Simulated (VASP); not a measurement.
VASP ran on this input.

**POSCAR**
```
Li
1
   -1.7322306617     1.7322306617     1.7322306617
    1.7322306617    -1.7322306617     1.7322306617
    1.7322306617     1.7322306617    -1.7322306617
Li
1
Direct
  0.0000000000   0.0000000000   0.0000000000
```

KPOINTS:
```
kpoints
0
Gamma
13 13 13
0 0 0
```

INCAR:
```
ALGO=Normal
EDIFF=1E-6
EDIFFG=-0.01
ENCUT=520
IBRION=2
ISIF=3
ISMEAR=1
LASPH=.TRUE.
LCHARG=.FALSE.
LMIXTAU=.TRUE.
LREAL=.FALSE.
LWAVE=.FALSE.
METAGGA=R2SCAN
NELM=100
NSW=60
PREC=Accurate
SIGMA=0.1
SYSTEM=Li
```

POTCAR, in this order: Li_sv (PBE.64 set). Program: vasp_std.

Question: Write an equivalent input for Ansatz.

Answer: One equivalent input (not run):
Ansatz 0.2 input:
```yaml
crystal:
  lattice:
    - [-1.7322307, 1.7322307, 1.7322307]
    - [1.7322307, -1.7322307, 1.7322307]
    - [1.7322307, 1.7322307, -1.7322307]
  atoms:
    - { symbol: Li, position: [0.0000000, 0.0000000, 0.0000000] }
kpoints:
  mp_grid: { grid: [13, 13, 13] }
hamiltonian:
  xc: r2scan
  pseudopotentials: { kind: paw }
scf:
  occupations: { method: methfessel_paxton, width: 0.1 }
  max_iter: 100
relax:
  max_steps: 60
  f_tol: 0.01
  cell: {}
output: { forces: true, stress: true, eigenvalues: true }
```
The two are equivalent in intent, not identical: each code has its own PAW files, so the cut-off isn't converted (ENCUT is set for VASP's; basis.ecutwfc is left out, and Ansatz then takes the one that its files recommend); Ansatz stops its SCF on the density residual and VASP on the energy change (EDIFF).

The compound is Li in the bcc structure. This run relaxes it. Symmetry was kept, so distortions that lower it aren't found. The start is the result of an earlier pass.
